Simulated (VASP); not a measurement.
# MgO: how numerical settings change the zone-centre modes, part 2 of 2

How far do the zone-centre frequencies of MgO depend on the numerical settings? The starting structure is a measured crystal structure from the Crystallography Open Database.

VASP 6.6.1.

Results so far: reference T1u 423.5 cm⁻¹.

### Step 3. Modes with a 5×5×5 mesh

Level of this step: LDA; plane waves and PAW (Mg, O) (VASP).

Against step 2 the input has a 5×5×5 mesh.

INCAR

```
SYSTEM = MgO
PREC = Accurate
ENCUT = 520
EDIFF = 1E-08
NELM = 100
ISMEAR = 0
SIGMA = 0.03
LREAL = .FALSE.
ALGO = Normal
GGA = CA
NBANDS = 10
LORBIT = 11
LWAVE = .FALSE.
LCHARG = .FALSE.
KPAR = 2
IBRION = 8
LEPSILON = .TRUE.
ISIF = 2
```

POSCAR

```
MgO
1.0
    0.0000000000      2.0730402907      2.0730402907
    2.0730402907      0.0000000000      2.0730402907
    2.0730402907      2.0730402907      0.0000000000
Mg O
1 1
Direct
    0.0000000000      0.0000000000      0.0000000000
    0.5000000000      0.5000000000      0.5000000000
```

KPOINTS

```
Automatic mesh
0
Gamma
5 5 5
0 0 0
```

PAW data sets: Mg and O (LDA family, release 64).

The run is started by

```bash
$ mpirun -np 2 vasp_std
```

Output:

```text
[... set-up lines as in an earlier step ...]
 entering main loop
       N       E                     dE             d eps       ncg     rms          rms(c)
DAV:   1     0.594437321749E+01    0.59444E+01   -0.47948E+03   240   0.715E+02
DAV:   2    -0.146279349651E+02   -0.20572E+02   -0.19395E+02   220   0.128E+02
DAV:   3    -0.150314525047E+02   -0.40352E+00   -0.40315E+00   238   0.143E+01
DAV:   4    -0.150321902673E+02   -0.73776E-03   -0.73776E-03   214   0.703E-01
[...]
DAV:  11    -0.134432223446E+02    0.45888E-06   -0.37857E-06   220   0.126E-02    0.250E-03
DAV:  12    -0.134432223678E+02   -0.23192E-07   -0.75319E-08   220   0.223E-03    0.793E-04
DAV:  13    -0.134432223652E+02    0.25368E-08   -0.13032E-08   120   0.111E-03
   1 F= -.13443222E+02 E0= -.13443222E+02  d E =-.413519E-27
 Linear response reoptimize wavefunctions to high precision
DAV:   1    -0.134432223657E+02   -0.47413E-09   -0.17413E-10   122   0.118E-04
DAV:   2    -0.134432223658E+02   -0.95724E-10   -0.52278E-12   112   0.259E-05
 Linear response G [H, r] |phi>, progress :
  Direction:   1
[...]
RMM:   9    -0.215050910278E-02    0.69929E-08   -0.15919E-13   543   0.364E-06    0.376E-07
 first order change of Fermi-energy  -0.80471E-04
 force on displaced ion       1 direction 1 :  -6.359   0.000   0.000
 Born effective charge ion    1 direction 1 :   1.946   0.000   0.000
 Linear response progress:
  Degree of freedom:   2/  2
       N       E                     dE             d eps       ncg     rms          rms(c)
RMM:   1    -0.347056409327E+00   -0.34706E+00    0.39892E-01   642   0.424E+00
RMM:   2    -0.348897303811E+00   -0.18409E-02   -0.14025E-03   560   0.291E-01    0.136E-01
RMM:   3    -0.350280749468E+00   -0.13834E-02   -0.38036E-04   537   0.142E-01    0.714E-02
RMM:   4    -0.352394794846E+00   -0.21140E-02   -0.38070E-04   509   0.145E-01    0.175E-02
[...]
RMM:   8    -0.352405863545E+00    0.11037E-06   -0.17333E-10   626   0.602E-05    0.151E-05
RMM:   9    -0.352405905091E+00   -0.41546E-07   -0.15534E-10   614   0.253E-05    0.247E-06
RMM:  10    -0.352405904781E+00    0.30981E-09   -0.16099E-10   501   0.170E-05    0.446E-07
 first order change of Fermi-energy   0.69803E-03
 force on displaced ion       2 direction 1 :  -6.356   0.000   0.000
 Born effective charge ion    2 direction 1 :  -1.974   0.000   0.000
 Born effective charges drift removed
 Linear response finished
```

Wall time 28 s (2 MPI ranks of Intel Xeon Platinum 8488C (Sapphire Rapids), shared host); peak memory 0.26 GiB; 41 s of CPU time.

From OUTCAR (step 3):

```text
  Total       -0.0013715     -0.0013715     -0.0013715     -0.0000000      0.0000000      0.0000000
  in kB       -0.1233261     -0.1233261     -0.1233261     -0.0000000      0.0000000      0.0000000
  external PRESSURE =      -0.1233261 kB  Pullay stress =       0.0000000 kB

 POSITION                                       TOTAL-FORCE (eV/Angst)
 -----------------------------------------------------------------------------------
      0.00000      0.00000      0.00000         0.000000      0.000000      0.000000
      2.07304      2.07304      2.07304        -0.000000     -0.000000      0.000000
 -----------------------------------------------------------------------------------
    total drift:                               -0.000000     -0.000000      0.000000

 MACROSCOPIC STATIC DIELECTRIC TENSOR (including local field effects in DFT)
 ------------------------------------------------------
           3.156601    -0.000000     0.000000
          -0.000000     3.156601     0.000000
          -0.000000    -0.000000     3.156601
 ------------------------------------------------------

 MACROSCOPIC STATIC DIELECTRIC TENSOR IONIC CONTRIBUTION
 ------------------------------------------------------
           6.138161     0.000000    -0.000000
           0.000000     6.138161    -0.000000
          -0.000000    -0.000000     6.138161
 ------------------------------------------------------

[... 1 part as in an earlier step ...]

[... 1 further part left out ...]
```

With a 5×5×5 mesh the mode is T1u 423.3 cm⁻¹, -0.2 cm⁻¹ from the reference.

### Step 4. Modes with a cutoff of 400 eV

Against step 2 the input has ENCUT = 400.

INCAR, as its differences from that of step 3:

```diff
@@ -2,3 +2,3 @@
 PREC = Accurate
-ENCUT = 520
+ENCUT = 400
 EDIFF = 1E-08
```

POSCAR is that of step 3.

KPOINTS

```
Automatic mesh
0
Gamma
8 8 8
0 0 0
```

The run is started by

```bash
$ mpirun -np 2 vasp_std
```

Output:

```text
[... set-up lines as in an earlier step ...]
 entering main loop
       N       E                     dE             d eps       ncg     rms          rms(c)
DAV:   1    -0.154743059817E+00   -0.15474E+00   -0.42977E+03   748   0.568E+02
DAV:   2    -0.148333950562E+02   -0.14679E+02   -0.14550E+02   642   0.109E+02
DAV:   3    -0.150247547827E+02   -0.19136E+00   -0.19125E+00   662   0.953E+00
DAV:   4    -0.150250857805E+02   -0.33100E-03   -0.33099E-03   646   0.468E-01
[...]
DAV:  12    -0.134703025052E+02   -0.16350E-06   -0.16619E-07   640   0.310E-03    0.521E-04
DAV:  13    -0.134703025175E+02   -0.12280E-07   -0.45255E-09   342   0.631E-04    0.341E-05
DAV:  14    -0.134703025205E+02   -0.29763E-08   -0.10547E-10   312   0.105E-04
   1 F= -.13470303E+02 E0= -.13470303E+02  d E =-.759786E-13
 Linear response reoptimize wavefunctions to high precision
DAV:   1    -0.134703025209E+02   -0.41939E-09   -0.97780E-12   336   0.286E-05
DAV:   2    -0.134703025209E+02    0.16712E-10   -0.12353E-12   308   0.780E-06
 Linear response G [H, r] |phi>, progress :
  Direction:   1
[...]
RMM:   6    -0.214386137911E-02   -0.56781E-08   -0.48679E-10  1886   0.194E-04    0.129E-04
 first order change of Fermi-energy   0.28889E-01
 force on displaced ion       1 direction 1 :  -6.368   0.000   0.000
 Born effective charge ion    1 direction 1 :   1.949   0.000   0.000
 Linear response progress:
  Degree of freedom:   2/  2
       N       E                     dE             d eps       ncg     rms          rms(c)
RMM:   1    -0.346850501821E+00   -0.34685E+00    0.40465E-01  2078   0.411E+00
RMM:   2    -0.349160335516E+00   -0.23098E-02   -0.15408E-03  1846   0.304E-01    0.137E-01
RMM:   3    -0.350576431517E+00   -0.14161E-02   -0.36238E-04  1772   0.137E-01    0.739E-02
RMM:   4    -0.352756896388E+00   -0.21805E-02   -0.37426E-04  1660   0.142E-01    0.172E-02
[...]
RMM:   8    -0.352768941987E+00    0.15242E-06   -0.25737E-09  1949   0.767E-05    0.127E-05
RMM:   9    -0.352768971109E+00   -0.29122E-07   -0.24980E-09  2040   0.458E-05    0.145E-06
RMM:  10    -0.352768979958E+00   -0.88496E-08   -0.25654E-09  1560   0.364E-05    0.374E-07
 first order change of Fermi-energy  -0.28908E-01
 force on displaced ion       2 direction 1 :  -6.379   0.000   0.000
 Born effective charge ion    2 direction 1 :  -1.942   0.000   0.000
 Born effective charges drift removed
 Linear response finished
```

Elapsed: 40 s, on 2 MPI ranks; peak memory 0.28 GiB.

From OUTCAR (step 4):

```text
  Total       -0.5708213     -0.5708213     -0.5708213      0.0000000      0.0000000     -0.0000000
  in kB      -51.3283810    -51.3283810    -51.3283810      0.0000000      0.0000000     -0.0000000
  external PRESSURE =     -51.3283810 kB  Pullay stress =       0.0000000 kB

 POSITION                                       TOTAL-FORCE (eV/Angst)
 -----------------------------------------------------------------------------------
      0.00000      0.00000      0.00000         0.000000     -0.000000     -0.000000
      2.07304      2.07304      2.07304        -0.000000      0.000000      0.000000
 -----------------------------------------------------------------------------------
    total drift:                                0.000000      0.000000      0.000000

 MACROSCOPIC STATIC DIELECTRIC TENSOR (including local field effects in DFT)
 ------------------------------------------------------
           3.088642     0.000000     0.000000
           0.000000     3.088642     0.000000
          -0.000000    -0.000000     3.088642
 ------------------------------------------------------

 MACROSCOPIC STATIC DIELECTRIC TENSOR IONIC CONTRIBUTION
 ------------------------------------------------------
           6.029973    -0.000000     0.000000
          -0.000000     6.029973    -0.000000
           0.000000    -0.000000     6.029973
 ------------------------------------------------------

[... 1 part as in an earlier step ...]

[... 1 further part left out ...]
```

With a cutoff of 400 eV the mode is T1u 423.9 cm⁻¹, +0.4 cm⁻¹ from the reference.

### Step 5. Modes with a 12×12×12 mesh

Against step 2 the input has a 12×12×12 mesh.

INCAR, as its differences from that of step 4:

```diff
@@ -2,3 +2,3 @@
 PREC = Accurate
-ENCUT = 400
+ENCUT = 520
 EDIFF = 1E-08
```

POSCAR is that of step 4.

KPOINTS

```
Automatic mesh
0
Gamma
12 12 12
0 0 0
```

The run is started by

```bash
$ mpirun -np 2 vasp_std
```

Output:

```text
[... set-up lines as in an earlier step ...]
 entering main loop
       N       E                     dE             d eps       ncg     rms          rms(c)
DAV:   1     0.112367083472E+02    0.11237E+02   -0.48316E+03  1640   0.717E+02
DAV:   2    -0.145057105135E+02   -0.25742E+02   -0.25364E+02  1624   0.141E+02
DAV:   3    -0.150314329505E+02   -0.52572E+00   -0.52535E+00  1702   0.175E+01
DAV:   4    -0.150325821710E+02   -0.11492E-02   -0.11492E-02  1584   0.913E-01
[...]
DAV:  11    -0.134454600255E+02    0.75416E-06   -0.37475E-06  1562   0.115E-02    0.294E-03
DAV:  12    -0.134454600278E+02   -0.23706E-08   -0.14813E-07  1578   0.280E-03    0.601E-04
DAV:  13    -0.134454600267E+02    0.11138E-08   -0.38972E-09   858   0.725E-04
   1 F= -.13445460E+02 E0= -.13445460E+02  d E =-.449880E-20
 Linear response reoptimize wavefunctions to high precision
DAV:   1    -0.134454600275E+02   -0.81565E-09   -0.12981E-10   944   0.119E-04
DAV:   2    -0.134454600276E+02   -0.19213E-10   -0.81619E-12   790   0.296E-05
 Linear response G [H, r] |phi>, progress :
  Direction:   1
[...]
RMM:   9    -0.215031570879E-02    0.97819E-09   -0.16890E-11  4928   0.436E-06    0.384E-07
 first order change of Fermi-energy   0.53718E-04
 force on displaced ion       1 direction 1 :  -6.364   0.000   0.000
 Born effective charge ion    1 direction 1 :   1.948   0.000   0.000
 Linear response progress:
  Degree of freedom:   2/  2
       N       E                     dE             d eps       ncg     rms          rms(c)
RMM:   1    -0.348329312912E+00   -0.34833E+00    0.38604E-01  5816   0.425E+00
RMM:   2    -0.348875550722E+00   -0.54624E-03   -0.17196E-03  5135   0.332E-01    0.135E-01
RMM:   3    -0.350258124944E+00   -0.13826E-02   -0.37916E-04  4926   0.141E-01    0.714E-02
RMM:   4    -0.352370466740E+00   -0.21123E-02   -0.38064E-04  4681   0.145E-01    0.174E-02
[...]
RMM:   8    -0.352380941426E+00    0.83228E-07   -0.10979E-09  5631   0.605E-05    0.151E-05
RMM:   9    -0.352380981039E+00   -0.39613E-07   -0.10961E-09  5619   0.237E-05    0.248E-06
RMM:  10    -0.352380978564E+00    0.24745E-08   -0.11112E-09  4471   0.147E-05    0.448E-07
 first order change of Fermi-energy   0.12236E-02
 force on displaced ion       2 direction 1 :  -6.361   0.000   0.000
 Born effective charge ion    2 direction 1 :  -1.949   0.000   0.000
 Born effective charges drift removed
 Linear response finished
```

Run time: 93 s. Hardware: 2 MPI ranks; peak memory 0.4 GiB; 2.8 min of CPU time.

OUTCAR, selected parts (step 5):

```text
  Total       -0.0016445     -0.0016445     -0.0016445      0.0000000      0.0000000      0.0000000
  in kB       -0.1478746     -0.1478746     -0.1478746      0.0000000      0.0000000      0.0000000
  external PRESSURE =      -0.1478746 kB  Pullay stress =       0.0000000 kB

 POSITION                                       TOTAL-FORCE (eV/Angst)
 -----------------------------------------------------------------------------------
      0.00000      0.00000      0.00000        -0.000000     -0.000000      0.000000
      2.07304      2.07304      2.07304         0.000000      0.000000      0.000000
 -----------------------------------------------------------------------------------
    total drift:                               -0.000000     -0.000000      0.000000

 MACROSCOPIC STATIC DIELECTRIC TENSOR (including local field effects in DFT)
 ------------------------------------------------------
           3.093226     0.000000    -0.000000
           0.000000     3.093226    -0.000000
           0.000000     0.000000     3.093226
 ------------------------------------------------------

 MACROSCOPIC STATIC DIELECTRIC TENSOR IONIC CONTRIBUTION
 ------------------------------------------------------
           6.061121     0.000000    -0.000000
           0.000000     6.061121    -0.000000
          -0.000000    -0.000000     6.061121
 ------------------------------------------------------

[... 1 part as in an earlier step ...]

[... 1 further part left out ...]
```

With a 12×12×12 mesh the mode is T1u 423.5 cm⁻¹, as with the reference.

### Step 6. Modes with finite displacements

Against step 2 the input has IBRION = 6, NFREE = 2, POTIM = 0.015 and no LEPSILON (also changed: NSW).

INCAR, as its differences from that of step 5:

```diff
@@ -15,4 +15,6 @@
 KPAR = 2
-IBRION = 8
-LEPSILON = .TRUE.
+IBRION = 6
+NFREE = 2
+POTIM = 0.015
+NSW = 1
 ISIF = 2
```

POSCAR is that of step 5.

KPOINTS

```
Automatic mesh
0
Gamma
8 8 8
0 0 0
```

The run is started by

```bash
$ mpirun -np 2 vasp_std
```

Output:

```text
[... set-up lines as in an earlier step ...]
 entering main loop
       N       E                     dE             d eps       ncg     rms          rms(c)
[... 13 cycles as in an earlier step ...]
   1 F= -.13445475E+02 E0= -.13445475E+02  d E =-.466123E-13
[...]
2 F= -.13444758E+02 E0= -.13444758E+02  d E =-.273657E-13
[...]
3 F= -.13444758E+02 E0= -.13444758E+02  d E =-.193365E-12
[...]
4 F= -.13444759E+02 E0= -.13444759E+02  d E =-.385066E-11
[...]
5 F= -.13444759E+02 E0= -.13444759E+02  d E =-.109298E-10
 Finite differences progress:
  Degree of freedom:   2/  2
  Displacement:        2/  2
  Total:               4/  4
```

Run time: 23 s. Hardware: 2 MPI ranks; peak memory 0.26 GiB.

OUTCAR, selected parts (step 6):

```text
  Total        0.0082207     -0.0024161     -0.0024161     -0.0000000      0.0000000      0.0000000
  in kB        0.7392078     -0.2172576     -0.2172576     -0.0000000      0.0000000      0.0000000
  external PRESSURE =       0.1015642 kB  Pullay stress =       0.0000000 kB

 POSITION                                       TOTAL-FORCE (eV/Angst)
 -----------------------------------------------------------------------------------
      0.00000      0.00000      0.00000        -0.095598      0.000000      0.000000
      2.05804      2.07304      2.07304         0.095598      0.000000      0.000000
 -----------------------------------------------------------------------------------
    total drift:                                0.000031     -0.000000     -0.000000

  FREE ENERGIE OF THE ION-ELECTRON SYSTEM (eV)
  ---------------------------------------------------
  free  energy   TOTEN  =       -13.4447590542 eV

  energy  without entropy=      -13.4447590542  energy(sigma->0) =      -13.44475905

[... 2 parts as in an earlier step ...]

[... 1 further part left out ...]
[key lines of the parts left out:]
E-fermi :   3.3694
```

The last energy, forces and stress in OUTCAR belong to the last displaced cell, not to that of POSCAR.

With finite displacements the mode is T1u 423.7 cm⁻¹, +0.2 cm⁻¹ from the reference.

### Step 7. Comparison

| run | T1u | method | core minutes |
| --- | --- | --- | --- |
| reference | 423.5 | perturbation theory | 1.67 |
| a 5×5×5 mesh | 423.3 | perturbation theory | 0.933 |
| a cutoff of 400 eV | 423.9 | perturbation theory | 1.33 |
| a 12×12×12 mesh | 423.5 | perturbation theory | 3.1 |
| finite displacements | 423.7 | finite displacements | 0.767 |

Modes are in cm⁻¹, degenerate ones as one, matched between runs by symmetry and order. A number in brackets counts the listed modes of one symmetry from the lowest. The symmetry labels come from an automatic analysis and can be wrong where levels nearly coincide. Core minutes are wall time times ranks of the run shown, on a shared host.

### Step 8. Outcome

* T1u, reference: 423.5 cm⁻¹
* T1u, a 5×5×5 mesh: 423.3 cm⁻¹
* T1u, a cutoff of 400 eV: 423.9 cm⁻¹
* T1u, a 12×12×12 mesh: 423.5 cm⁻¹
* T1u, finite displacements: 423.7 cm⁻¹

What this shows: The largest change comes with a cutoff of 400 eV: +0.4 cm⁻¹ in T1u. On finer settings the modes change by less than 0.1 cm⁻¹ with a 12×12×12 mesh. Other changes move the modes by more: +0.4 cm⁻¹ in T1u with a cutoff of 400 eV. The dielectric constants and Born charges in the logs aren't compared here; at a small gap they can be far off, and in a run without a gap they mean nothing. The frequencies are harmonic, and the splitting of polar modes by their long-range field is left out. Further runs on this material are not shown.

[Lines on the potential files, build, host, timing and source positions are cut from VASP's logs without a mark.]

[Logs are printed without paths, hosts, clocks, repeated set-up lines and the standing remarks that a program may print on its own settings, such as how far it seeks lower states.]

[Hosts, paths, dates, database ids (printed as entryN), source tags and the programs' standing remarks are cut or masked in the printed files.]
